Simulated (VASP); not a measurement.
C:

```
C
1.0
     2.46100    0.00000    0.00000
    -1.23050    2.13129    0.00000
     0.00000    0.00000    6.43968
C
4
Direct
  0.00000 0.00000 0.25000
  0.33333 0.66667 0.25000
  0.00000 0.00000 0.75000
  0.66667 0.33333 0.75000
```

The cell was built by a generator and needn't be a form met in nature.

Base run:

- Program: VASP 6.6.1
- Functional: PBE
- Dispersion: TS
- Potentials or basis: VASP PAW PBE potentials, release 64 (C)
- Cutoff: 520 eV
- k mesh: 16 × 16 × 4
- Occupations: fermi-dirac, width 0.05 eV
- Spin: no spin polarisation

Its results: band gap on the k mesh 0.43 eV, direct; pressure 0.6 GPa.

Question: The run is repeated on the same cell with these changes: dispersion from TS to MBD. What comes out?

Answer: Band gap on the k mesh 0.43 eV, direct; pressure 1.2 GPa.

A k mesh can miss the band edges.

Not every run made on this cell is shown here.
